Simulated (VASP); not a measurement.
# GeMo3 (space group Pm-3n): computed properties

Method: LDA (Ceperley-Alder, Perdew-Zunger), VASP's LDA PAW potentials (set 64) (plane waves; VASP 6.6.1).

| Quantity | Value |
|---|---|
| space group | Pm-3n (223) |
| cell | a = 4.880 Å, b = 4.880 Å, c = 4.880 Å, α = 90.00°, β = 90.00°, γ = 90.00° |
| volume per atom | 14.52 Å^3/atom |
| band gap (over mesh and band path) | none (metal, semimetal or under 0.01 eV) |
| density | 10.30 g/cm³ |

```cif
data_Ge2Mo6
_chemical_formula_sum 'Ge2 Mo6'
_space_group_name_H-M_alt 'P 1'
_space_group_IT_number 1
_cell_length_a 4.87962
_cell_length_b 4.87962
_cell_length_c 4.87962
_cell_angle_alpha 90.000
_cell_angle_beta 90.000
_cell_angle_gamma 90.000
loop_
_space_group_symop_operation_xyz
  'x, y, z'
loop_
_atom_site_label
_atom_site_type_symbol
_atom_site_fract_x
_atom_site_fract_y
_atom_site_fract_z
_atom_site_occupancy
Ge1 Ge 0.00000 0.00000 0.00000 1
Ge2 Ge 0.50000 0.50000 0.50000 1
Mo1 Mo 0.25000 0.00000 0.50000 1
Mo2 Mo 0.75000 0.00000 0.50000 1
Mo3 Mo 0.50000 0.75000 0.00000 1
Mo4 Mo 0.50000 0.25000 0.00000 1
Mo5 Mo 0.00000 0.50000 0.75000 1
Mo6 Mo 0.00000 0.50000 0.25000 1
```

The structure comes from a computed database's GeMo3 entry (Pm-3n); how it stands against other phases isn't given here. It was relaxed first. Symmetry was kept, so distortions that lower it aren't found.
